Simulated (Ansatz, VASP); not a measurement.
**Cross-check of MoSeS between VASP and Ansatz**

One calculation is typed for both programs; each brings its own data sets. How far apart do they land? The cell is taken from a series of runs on this material, whose earlier steps may have relaxed, scaled, displaced or heated it; both programs get it as it stands.

Main program and level: Ansatz 0.2.0; plane waves, with VASP 6.6.1 beside it; single point at r2SCAN.

## (1) Starting point

Symmetry: P-3m1, No. 164, trigonal system. Conventional cell: a = 3.253 Å, b = 3.253 Å, c = 13.617 Å, α = 90.00°, β = 90.00°, γ = 120.00°. Nearest to Mo lie 3 S at 2.41 Å and 3 Se at 2.53 Å. Se has 3 Mo at 2.53 Å nearest. Nearest to S lie 3 Mo at 2.41 Å. Farther neighbours and most contacts between anions are not listed.

## (2) Ansatz: single point, r2SCAN

Ansatz runs on its PAW soft_1 files.

A single point gives forces, pressure and levels at one fixed geometry, so differences don't come from the geometry; what else differs is listed under the comparison.

File input.yaml:

```yaml
crystal:
  lattice:
    - [3.2525112014, 0.0, 0.0]
    - [-1.6262556007, 2.8167573265, 0.0]
    - [0.0, 0.0, 13.61727037]
  atoms:
    - { symbol: Mo, position: [0.0, 0.0, 0.25914775] }
    - { symbol: Mo, position: [0.0, 0.0, 0.74085225] }
    - { symbol: Se, position: [0.66666667, 0.33333333, 0.86488755] }
    - { symbol: Se, position: [0.33333333, 0.66666667, 0.13511245] }
    - { symbol: S, position: [0.33333333, 0.66666667, 0.3705878] }
    - { symbol: S, position: [0.66666667, 0.33333333, 0.6294122] }
kpoints:
  mp_grid: { grid: [12, 12, 2] }
  band_path:
    path:
      - [[0.0, 0.0, 0.0], [0.5, 0.0, 0.0], [0.33333333, 0.33333333, 0.0], [0.0, 0.0, 0.0], [0.0, 0.0, 0.5], [0.5, 0.0, 0.5], [0.33333333, 0.33333333, 0.5], [0.0, 0.0, 0.5]]
      - [[0.5, 0.0, 0.5], [0.5, 0.0, 0.0]]
      - [[0.33333333, 0.33333333, 0.5], [0.33333333, 0.33333333, 0.0]]
    npoints: 10
hamiltonian:
  xc: r2scan
  pseudopotentials: { kind: paw, azcp: { folder: soft_1 } }
scf:
  occupations: { method: fermi_dirac, width: 0.02 }
  n_extra_bands: 6
output:
  eigenvalues: true
  forces: true
  stress: true
  write_density: true
  write_potential: true
  elf: true
  volumetric_format: npy
```

The run is started by

```console
> ansatz run input.yaml --threads 4 --pin off --max-ram 138240MiB --backend cuda --events-out ev --progress --plain --runs-dir out --devices 1 --max-vram 26GiB
```

Numbers of over 12 decimals in the logs are rounded to 6 here.

Output:

```text
scf.n_extra_bands = 6 over 36 filled bands (N_el = 72.0): the run solves 42 bands
GPUs: using 1 of 1 available (devices: 1).
Engine: ansatz 0.2.0, x86_64-unknown-linux-gnu
Pseudopotentials: kind: paw
Pseudopotential: Mo, paw, valence charge 14, recommended cutoff 500 eV (meta_gga), soft_1/Mo.paw.azcp
Pseudopotential: Se, paw, valence charge 16, recommended cutoff 500 eV (meta_gga), soft_1/Se.paw.azcp
Pseudopotential: S, paw, valence charge 6, recommended cutoff 500 eV (meta_gga), soft_1/S.paw.azcp
Functional definition: r2SCAN
  parameter k0 = 0.174
  parameter k1 = 0.065
  parameter a1 = 4.9479
  exchange = r2scan_x(k0 = k0, k1 = k1, a1 = a1)
  correlation = r2scan_c
device memory: the entry about to start is reckoned to put 4.5 GiB on a device that reports 35.8 GiB free (of which the cap on the GPU budget leaves the run 26.0 GiB)
GPU FFT provider: cuFFT
GPU libraries: cuBLAS 13.8.2, cuFFT 12.4.0, cuSOLVER 12.3.4
Crystal: 6 atoms, lattice volume = 124.755 Å³
Basis set: ecut = 500 eV, 3151 PW (Γ), exchange–correlation on 96×96×400 points (64 copies of the dense FFT grid, shifted against one another)
Bands: 42, of which v1, the nominal top of the filled ones, is band 36 counted from 1 (35 counted from 0)
Symmetry: 12 space group operations
Space group: P-3m1 (ITA 164), of the structure as read, at distance tolerance 5.0e-5 Å
k-points: 38 of 288
Non-local potential: Mo, projectors of the file, l = 0: 3, l = 1: 2, l = 2: 2, l = 3: 1
Non-local potential: Se, projectors of the file, l = 0: 2, l = 1: 2, l = 2: 3, l = 3: 1
Non-local potential: S, projectors of the file, l = 0: 2, l = 1: 2, l = 2: 1
PAW form: soft (Blöchl's): semilocal exchange-correlation on the pseudo side does not see the compensation charge
PAW frozen core: Mo, regenerated for the run's functional (the file was generated under x = pbe(κ = 0.804, μ = 0.219515), c = pbe(β = 0.066725))
PAW frozen core: Se, regenerated for the run's functional (the file was generated under x = pbe(κ = 0.804, μ = 0.219515), c = pbe(β = 0.066725))
PAW frozen core: S, regenerated for the run's functional (the file was generated under x = pbe(κ = 0.804, μ = 0.219515), c = pbe(β = 0.066725))
PAW one-centre angular grid: Mo, 590 points (default); XC on 160 Gauss nodes
PAW one-centre angular grid: Se, 590 points (default); XC on 160 Gauss nodes
PAW one-centre angular grid: S, 302 points (default); XC on 160 Gauss nodes
Initial density: superposition of atomic densities (chi_scale 0.1, normalization cell, long waves kept (reshape's long-wave potential 0.43 eV rms))
Initial wavefunctions: pseudopotential atomic-orbital guess
GPU buffer pool allocated for 57600 grid points (all kernels)
GPU transforms: local potential and band sums: pruned to the plane-wave sphere, on 24×24×100
Functional: x = r2scan, c = r2scan; τ floored in thin density (d = 2e-4 eV/Å³)
SCF iter   1: F=—  HF=-22709.603596 eV  |F-HF|=—  |Δ(HF+E_count)|=         —  Δρ=5.07e-2  dr2=8.80e0  dr2_τ=1.63e-1  ethr=3.10e-3  ⟨swp⟩=9.0  Hψ=6697  notcnv=0
preconditioner: auto → Resta (q_TF=auto, 2.489 Å⁻¹)  ε∞=6.9  [insulator: Δε(μ)=0.953 eV  Ē_g=8.182 eV  σ=0.020 eV  W_gap=1.00  n_scr=40 (ndim 8)  ℏωp=19.9 eV  f_vac=0.084  D(μ)=0.00/eV (n_scr^D=0)  ε∞_Penn≈6.9]
SCF iter   2: F=—  HF=-22708.463956 eV  |F-HF|=—  |Δ(HF+E_count)|=    1.14e0  Δρ=2.53e-2  dr2=1.43e0  dr2_τ=7.44e-2  ethr=3.10e-3  ⟨swp⟩=3.1  Hψ=2886  notcnv=0  defer=19
SCF iter   3: F=—  HF=-22708.274952 eV  |F-HF|=—  |Δ(HF+E_count)|=   1.89e-1  Δρ=1.15e-2  dr2=2.35e-1  dr2_τ=1.01e-2  ethr=1.99e-3  ⟨swp⟩=2.5  Hψ=2325  notcnv=0  defer=19
SCF iter   4: F=—  HF=-22708.263746 eV  |F-HF|=—  |Δ(HF+E_count)|=   1.12e-2  Δρ=3.25e-3  dr2=3.86e-2  dr2_τ=2.21e-3  ethr=3.26e-4  ⟨swp⟩=3.2  Hψ=2815  notcnv=0  defer=19
SCF iter   5: F=—  HF=-22708.262180 eV  |F-HF|=—  |Δ(HF+E_count)|=   1.57e-3  Δρ=1.86e-3  dr2=8.75e-3  dr2_τ=6.92e-4  ethr=5.35e-5  ⟨swp⟩=3.2  Hψ=2432  notcnv=0  defer=38
SCF iter   6: F=—  HF=-22708.262528 eV  |F-HF|=—  |Δ(HF+E_count)|=   3.48e-4  Δρ=5.68e-4  dr2=1.09e-3  dr2_τ=4.71e-5  ethr=1.22e-5  ⟨swp⟩=2.2  Hψ=2355  notcnv=0  defer=38
SCF iter   7: F=—  HF=-22708.262528 eV  |F-HF|=—  |Δ(HF+E_count)|=   4.48e-7  Δρ=2.56e-4  dr2=1.33e-4  dr2_τ=4.06e-6  ethr=1.52e-6  ⟨swp⟩=2.0  Hψ=2850  notcnv=0  defer=38
SCF iter   8: F=—  HF=-22708.262504 eV  |F-HF|=—  |Δ(HF+E_count)|=   2.48e-5  Δρ=7.91e-5  dr2=1.33e-5  dr2_τ=3.45e-7  ethr=1.85e-7  ⟨swp⟩=2.0  Hψ=2839  notcnv=0  defer=38
SCF iter   9: F=—  HF=-22708.262587 eV  |F-HF|=—  |Δ(HF+E_count)|=   8.34e-5  Δρ=2.11e-5  dr2=7.82e-7  dr2_τ=1.83e-8  ethr=1.84e-8  ⟨swp⟩=2.0  Hψ=2259  notcnv=0  defer=38
SCF iter  10: F=-22708.262588 eV  HF=-22708.262588 eV  |F-HF|=1.75e-8  |Δ(HF+E_count)|=   6.79e-7  Δρ=5.26e-6  dr2=2.75e-8  dr2_τ=7.65e-10  ethr=1.39e-10  ⟨swp⟩=17.6  Hψ=17768  notcnv=0
SCF 1 converged in 10 iterations: F = -22708.262588 eV  dr2 = 2.75e-8
  greatest PAW one-centre occupation: 1.000 electrons in one spin orbital (limit 2), on the Se atom at site 2 (counted from 0), in its partial waves of l = 2
device memory: the entry about to start is reckoned to put 6.7 GiB on a device that reports 35.7 GiB free (of which the cap on the GPU budget leaves the run 26.0 GiB)
NSCF: frozen V_eff on 93 k-points, pencils in batches of 32, up to order 188
SCF converged after 10 iterations
Free energy (F): -22708.262588 eV
Harris-Foulkes:  -22708.262588 eV  (|F-HF|=1.75e-8)
Internal energy: -22708.262588 eV  (E = F + TS)
E sigma→0 (E₀):  -22708.262588 eV
Fermi energy:    10.442469 eV
--- Per-component energies (eV) ---
  E_band       = -1159.873564
  E_kinetic    = 1275.596232
  E_local      = -11355.297633  (includes V_loc(G=0)·N_el)
  E_nonlocal   = -344.221610
  E_hartree    = 5409.392515
  E_xc         = -672.148774
  E_vxc        = -864.188008  (∫ρ·V_xc dr)
  E_paw        = -11973.498310  (= ΣΔE_a)
  E_vpaw       = -741.374605  (= ΣTr[D̂ρ^β])
  E_aug_tail   = 0.000029  (compensation charges beyond the density's cutoff)
  E_vtau       = 50.829751  (kinetic-family band-sum trace: ∫τ·v_τ [+ j·A + Jᵃ·Aᵃ] dr)
  E_ewald      = -5043.893581
  E_core_change = -4.191456  (= ΣΔE_core)
  E_smearing   = -0.000000  (= −TS)
  E_closure    = -0.000000  (closes the sum)
  Σ components = -22708.262588   (vs F -22708.262588, Δ=0.00e0)
--- Forces (eV/Å), atoms counted from 1 ---
  atom   1  Mo    -0.00000000     0.00000000    -0.04694320
  atom   2  Mo     0.00000000    -0.00000000     0.04694320
  atom   3  Se    -0.00000000     0.00000000    -0.04083203
  atom   4  Se    -0.00000000    -0.00000000     0.04083203
  atom   5  S      0.00000000    -0.00000000     0.02478788
  atom   6  S      0.00000000     0.00000000    -0.02478788
  max |Σ_I F_I| component: 6.94e-18 eV/Å
--- Stress (GPa, compression-positive) ---
       -0.088835       0.000000       0.000000
       -0.000000      -0.088835      -0.000000
        0.000000      -0.000000      -0.119374
  P = ⅓ Tr σ = -0.0990 GPa (-0.990 kbar)
--- Band table (eV; the first three rows and the last of 38) ---
  k-point 0: bands = [... 32 lower, 8.0624, 8.2135, 9.1142, 9.9081, 12.3469, 12.3469, 12.4052, 12.4052, ... 2 higher]
  k-point 1: bands = [... 32 lower, 8.0621, 8.0621, 9.4133, 9.8180, 12.3598, 12.3598, 12.3890, 12.3890, ... 2 higher]
  k-point 2: bands = [... 32 lower, 8.0555, 8.5649, 9.1133, 9.7830, 12.1931, 12.2420, 12.3070, 12.4433, ... 2 higher]
  k-point 37: bands = [... 32 lower, 7.1824, 7.1824, 9.3844, 9.3844, 11.0131, 11.0275, 12.3675, 12.3675, ... 2 higher]
```

The column dr2 measures how far the density is from self-consistency, as an energy; F and HF (Harris–Foulkes) agree once it is small.

## (3) VASP: single point, r2SCAN

The same cell, functional, mesh and smearing now go to VASP, with its own data sets.

Lines of VASP's logs that name or quote its potential files are left out, and so is its time.

File INCAR:

```
SYSTEM = MoSeS
PREC = Accurate
ENCUT = 550
EDIFF = 1E-06
NELM = 120
ISMEAR = -1
SIGMA = 0.02
LREAL = .FALSE.
ALGO = Normal
METAGGA = R2SCAN
LASPH = .TRUE.
NBANDS = 32
LORBIT = 11
LWAVE = .FALSE.
LCHARG = .FALSE.
ISIF = 2
GGA_COMPAT = .FALSE.
EFERMI = MIDGAP
LMIXTAU = .TRUE.
KPAR = 2
```

File POSCAR:

```
MoSeS
1.0
    3.2525112014      0.0000000000      0.0000000000
   -1.6262556007      2.8167573265      0.0000000000
    0.0000000000      0.0000000000     13.6172703700
Mo Se S
2 2 2
Direct
    0.0000000000      0.0000000000      0.2591477500
    0.0000000000      0.0000000000      0.7408522500
    0.6666666700      0.3333333300      0.8648875500
    0.3333333300      0.6666666700      0.1351124500
    0.3333333300      0.6666666700      0.3705878000
    0.6666666700      0.3333333300      0.6294122000
```

File KPOINTS:

```
Automatic mesh
0
Gamma
12 12 2
0 0 0
```

PAW data sets: Mo_sv, Se and S (PBE family, release 64).

The run is started by

```console
> mpirun -np 2 vasp_std
```

Output:

```text
[banner, memory and clock lines left out]
running    2 mpi-ranks, on    1 nodes
 distrk:  each k-point on    1 cores,    2 groups
 distr:  one band on    1 cores,    1 groups

 POSCAR found type information on POSCAR MoSeS
 POSCAR found :  3 types and       6 ions
|                                                                             |
|               ----> ADVICE to this user running VASP <----                  |
|                                                                             |
|     You enforced a specific xc type in the INCAR file but a different       |
|     [... a line on the potential file left out ...]
|     I HOPE YOU KNOW WHAT YOU ARE DOING!                                     |
|                                                                             |

 LDA part: xc-table for (None), standard interpolation
 POSCAR, INCAR and KPOINTS ok, starting setup
 FFT: planning ... GRIDC
 FFT: planning ... GRID_SOFT
 FFT: planning ... GRID
 WAVECAR not read
 entering main loop
       N       E                     dE             d eps       ncg     rms          rms(c)
DAV:   1     0.394227628597E+03    0.39423E+03   -0.30693E+04  2736   0.162E+03
DAV:   2    -0.937561470677E+02   -0.48798E+03   -0.47629E+03  3008   0.391E+02
DAV:   3    -0.119860091415E+03   -0.26104E+02   -0.25767E+02  3136   0.791E+01
DAV:   4    -0.120407279313E+03   -0.54719E+00   -0.54528E+00  3016   0.114E+01
DAV:   5    -0.120420235347E+03   -0.12956E-01   -0.12948E-01  3128   0.165E+00    0.331E+01
DAV:   6    -0.110989766971E+03    0.94305E+01   -0.19692E+01  2736   0.303E+01    0.102E+01
DAV:   7    -0.106561772681E+03    0.44280E+01   -0.65391E+00  2728   0.136E+01    0.585E+00
DAV:   8    -0.104616200836E+03    0.19456E+01   -0.17864E+00  2968   0.794E+00    0.333E+00
DAV:   9    -0.103524235509E+03    0.10920E+01   -0.21713E-01  2920   0.335E+00    0.149E+00
DAV:  10    -0.102551126925E+03    0.97311E+00   -0.29130E-01  2944   0.401E+00    0.413E-01
DAV:  11    -0.102237768708E+03    0.31336E+00   -0.27824E-02  2824   0.110E+00    0.438E-01
DAV:  12    -0.102136308583E+03    0.10146E+00   -0.35277E-02  2552   0.137E+00    0.311E-01
DAV:  13    -0.101697811272E+03    0.43850E+00   -0.22536E-01  2728   0.274E+00    0.173E-01
DAV:  14    -0.101692721546E+03    0.50897E-02   -0.30510E-03  3128   0.257E-01    0.216E-01
[...]
DAV:  25    -0.101910332744E+03    0.63908E-04   -0.28979E-05  2272   0.380E-02    0.618E-02
DAV:  26    -0.101910371858E+03   -0.39114E-04   -0.50172E-05  2664   0.475E-02    0.680E-02
DAV:  27    -0.101910366637E+03    0.52210E-05   -0.28974E-05  2672   0.297E-02    0.180E-02
DAV:  28    -0.101910361834E+03    0.48038E-05   -0.37058E-06  2392   0.131E-02    0.141E-02
DAV:  29    -0.101910371472E+03   -0.96385E-05   -0.19127E-06  1984   0.105E-02    0.971E-03
DAV:  30    -0.101910375279E+03   -0.38067E-05   -0.25083E-06  2288   0.103E-02    0.555E-03
DAV:  31    -0.101910380029E+03   -0.47501E-05   -0.18446E-06  1984   0.102E-02    0.467E-03
DAV:  32    -0.101910380405E+03   -0.37594E-06   -0.64652E-07  1512   0.535E-03
   1 F= -.10191038E+03 E0= -.10191038E+03  d E =-.219747E-13
```

OUTCAR, selected parts (step 3):

```text
ion  position               nearest neighbor table
   1  0.000  0.000  0.259-   5 2.41   5 2.41   5 2.41   4 2.53   4 2.53   4 2.53
   2  0.000  0.000  0.741-   6 2.41   6 2.41   6 2.41   3 2.53   3 2.53   3 2.53
   3  0.667  0.333  0.865-   2 2.53   2 2.53   2 2.53
   4  0.333  0.667  0.135-   1 2.53   1 2.53   1 2.53
   5  0.333  0.667  0.371-   1 2.41   1 2.41   1 2.41
   6  0.667  0.333  0.629-   2 2.41   2 2.41   2 2.41

  LATTYP: Found a hexagonal cell.
 ALAT       =     3.2525112014
 C/A-ratio  =     4.1866943807

 Subroutine GETGRP returns: Found 12 space group operations
 (whereof 12 operations were pure point group operations)

The static configuration has the point symmetry D_3d.

 Found     38 irreducible k-points:

   k-points           NKPTS =     38   k-points in BZ     NKDIM =     38   number of bands    NBANDS=     32

   dimension x,y,z NGX =    28 NGY =   28 NGZ =  108
   dimension x,y,z NGXF=    56 NGYF=   56 NGZF=  216

   ENCUT  =  550.0 eV  40.42 Ry    6.36 a.u.   6.22  6.22 26.04*2*pi/ulx,y,z

   NELECT =      52.0000    total number of electrons

 k-points in reciprocal lattice and weights: Automatic mesh
   0.00000000  0.00000000  0.00000000       0.003
   0.08333333  0.00000000  0.00000000       0.021
   0.16666667  0.00000000  0.00000000       0.021
   0.25000000  0.00000000  0.00000000       0.021
   0.33333333  0.00000000  0.00000000       0.021
   0.41666667  0.00000000  0.00000000       0.021
   0.50000000  0.00000000  0.00000000       0.010
   0.08333333  0.08333333  0.00000000       0.021
   0.16666667  0.08333333  0.00000000       0.042
[...]
0.33333333  0.25000000  0.50000000       0.042
   0.33333333  0.33333333  0.50000000       0.007

 average (electrostatic) potential at core
       1 -81.5527       2 -81.5527       3 -57.1662       4 -57.1662       5 -88.9278
       6 -88.9278

 E-fermi :   6.2589

 k-point     1 :       0.0000    0.0000    0.0000
  band No.  band energies     occupation
    ...
     22       3.8563      2.00000
     23       3.8563      2.00000
     24       4.0120      2.00000
     25       4.9111      2.00000
     26       5.7013      2.00000
     27       8.1407      0.00000
     28       8.1407      0.00000
     29       8.1988      0.00000
     30       8.1988      0.00000
     31       8.4721      0.00000
    ...

 k-point     2 :       0.0833    0.0000    0.0000
  band No.  band energies     occupation
    ...
     22       3.7210      2.00000
     23       3.8516      2.00000
     24       4.3640      2.00000
     25       4.9096      2.00000
     26       5.5751      2.00000
     27       7.9931      0.00000
     28       8.0382      0.00000
     29       8.1063      0.00000
     30       8.2423      0.00000
     31       8.2430      0.00000
    ...

 k-point     3 :       0.1667    0.0000    0.0000
  band No.  band energies     occupation
    ...
     22       3.4830      2.00000
     23       3.7316      2.00000
     24       4.3895      2.00000
     25       4.7962      2.00000
     26       5.1793      2.00000
     27       7.3621      0.00000
     28       7.7868      0.00000
     29       7.8638      0.00000
     30       7.9619      0.00000
     31       8.0432      0.00000
    ...

  Total        0.0649905      0.0649905      0.0521536     -0.0000000      0.0000000      0.0000000
  in kB        0.8346452      0.8346452      0.6697862     -0.0000000      0.0000000      0.0000000
  external PRESSURE =       0.7796922 kB  Pullay stress =       0.0000000 kB

  energy-cutoff  :      550.00
  volume of cell :      124.76
      direct lattice vectors                 reciprocal lattice vectors
     3.252511201  0.000000000  0.000000000     0.307454744  0.177509079  0.000000000
    -1.626255601  2.816757326  0.000000000     0.000000000  0.355018159  0.000000000
     0.000000000  0.000000000 13.617270370     0.000000000  0.000000000  0.073436157

 POSITION                                       TOTAL-FORCE (eV/Angst)
 -----------------------------------------------------------------------------------
      0.00000      0.00000      3.52888         0.000000      0.000000     -0.003939
      0.00000      0.00000     10.08839        -0.000000      0.000000      0.003939
      1.62626      0.93892     11.77741        -0.000000      0.000000      0.004882
     -0.00000      1.87784      1.83986         0.000000     -0.000000     -0.004882
     -0.00000      1.87784      5.04639         0.000000      0.000000      0.027278
      1.62626      0.93892      8.57088        -0.000000      0.000000     -0.027278
 -----------------------------------------------------------------------------------
    total drift:                               -0.000000     -0.000000      0.000000

  FREE ENERGIE OF THE ION-ELECTRON SYSTEM (eV)
  ---------------------------------------------------
  free  energy   TOTEN  =      -101.9103804048 eV

  energy  without entropy=     -101.9103804048  energy(sigma->0) =     -101.91038040

 total charge
# of ion       s       p       d       tot
------------------------------------------
    1        2.273   6.200   3.897  12.371
    2        2.273   6.200   3.897  12.371
    3        1.479   2.382   0.065   3.927
    4        1.479   2.382   0.065   3.927
    5        1.352   2.361   0.000   3.713
    6        1.352   2.361   0.000   3.713
--------------------------------------------------
tot         10.209  21.888   7.923  40.020

[... 3 further parts left out ...]
```

This run has no spin polarisation, so a moment on Mo, if there is one, isn't seen. The gap is read on the k-mesh alone, so it is an upper bound where the band edges lie off the mesh. The PAW data sets were made with PBE, which is usual practice but a small mismatch for other functionals.

## (4) Differences

Known differences besides the potentials themselves: VASP keeps PBE cores, Ansatz makes them for the functional; the data sets hold 72 valence electrons in Ansatz (on its PAW soft_1 files) and 52 in VASP; the cutoff is 500 eV in Ansatz and 550 eV in VASP. Total energies have different zeros and are not compared.

Compared:

| quantity | Ansatz | VASP | difference |
| --- | --- | --- | --- |
| pressure (GPa) | -0.10 | 0.08 | -0.18 |
| gap on the k mesh (eV) | 1.104 | 1.115 | -0.012 |

At this near-relaxed geometry the largest component of a force difference is 46 meV/Å. A gap on the mesh is an upper bound, since the band edges may lie between its points.

## (5) What the set-up changes

Further runs change the set-up of one program: Ansatz's method, potentials or start, or VASP's data sets, cutoff or form of LDA. The table gives Ansatz less VASP for each quantity, since a change that brings one quantity closer may part another.

| run | r.m.s. force difference (meV/Å) | pressure (GPa) | gap on the k mesh (eV) |
| --- | --- | --- | --- |
| as above | 21 | -0.18 | -0.012 |
| VASP with the data sets Mo, Se_sv_GW and S and a cutoff of 660 eV | 23 | 0.75 | -0.013 |

## (6) What came out

```json
{
  "r.m.s. force difference (single point, r2SCAN)": "21 meV/Å"
}
```

In words: The r.m.s. force difference is 21 meV/Å (single point, r2SCAN), beyond the 12 meV/Å picked in this series as the mark of a large difference. The data sets hold unlike numbers of valence electrons (72 in Ansatz and 52 in VASP), so part of the differences comes from the potentials. Single point, r2SCAN, VASP with the data sets Mo, Se_sv_GW and S and a cutoff of 660 eV: the difference in pressure goes from -0.18 to 0.75 GPa. Such differences can come from data sets, numerical settings and the points named under the comparisons, not from the functional's error against experiment.

[Lines on the potential files, build, host, timing and source positions are cut from VASP's logs without a mark.]

[Logs are printed without paths, hosts, clocks, repeated set-up lines and the standing remarks that a program may print on its own settings, such as how far it seeks lower states.]

[Hosts, paths, dates, database ids (printed as entryN), source tags and the programs' standing remarks are cut or masked in the printed files.]
